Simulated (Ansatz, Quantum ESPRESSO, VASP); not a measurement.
One calculation of CaBr, 3 ways

```
Br Ca
1.0
     4.08415    0.00000    0.00000
    -2.04207    3.53698    0.00000
     0.00000    0.00000    9.67213
Br Ca
2 2
Cartesian
  2.0421 1.1790 5.1696
  0.0000 2.3580 0.3336
  2.0421 1.1790 8.1295
  0.0000 2.3580 3.2935
```

The cell comes from a database or a generator and needn't be the stable form of this composition.

Alike in all runs: task single point; functional PBE; k mesh 8 × 8 × 3; occupations fermi-dirac, width 0.05 eV; no spin polarisation; no spin-orbit coupling. Pressure is positive in compression and, in plane waves, holds the error of the finite cutoff, which Ansatz's Pulay term estimates and takes out.

| program and potentials | plane-wave cutoff (eV) | notes | pressure (GPa) | largest force (eV/Å) |
| --- | --- | --- | --- | --- |
| Ansatz, Ansatz PAW | 420 | - | 0.55 | 0.126 |
| Quantum ESPRESSO, SSSP 1.3 efficiency PBE | 748 | - | 0.54 | 0.125 |
| VASP, PBE PAW files Br, Ca_sv, 520 eV | 520 | - | 0.60 | 0.131 |

Force on atom 3 (Ca), eV/Å:

```
                   program and potentials      x      y       z
                       Ansatz, Ansatz PAW  0.000  0.000  -0.126
Quantum ESPRESSO, SSSP 1.3 efficiency PBE  0.000  0.000  -0.125
    VASP, PBE PAW files Br, Ca_sv, 520 eV  0.000  0.000  -0.131
```

The pressure spans 0.54 (Quantum ESPRESSO, SSSP 1.3 efficiency PBE) to 0.60 GPa (VASP, PBE PAW files Br, Ca_sv, 520 eV).

Differences between rows come from potentials, basis sets and numerical settings, since the functional is the same but for its coding. Runs on potential files found faulty are left out.
